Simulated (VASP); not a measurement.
Calculation: LDA (Ceperley-Alder, Perdew-Zunger), VASP's LDA PAW potentials (set 64) (plane waves; VASP 6.6.1).

Gaps are without spin-orbit coupling.

Question: Order these relaxed crystals by band gap, smallest first: MgI2, P-3m1 (164); AgI, F-43m (216); TlCl, Pm-3m (221); NaH, Fm-3m (225).

Answer: AgI, F-43m (216) (1.09 eV), TlCl, Pm-3m (221) (1.55 eV), MgI2, P-3m1 (164) (3.31 eV), NaH, Fm-3m (225) (3.57 eV)
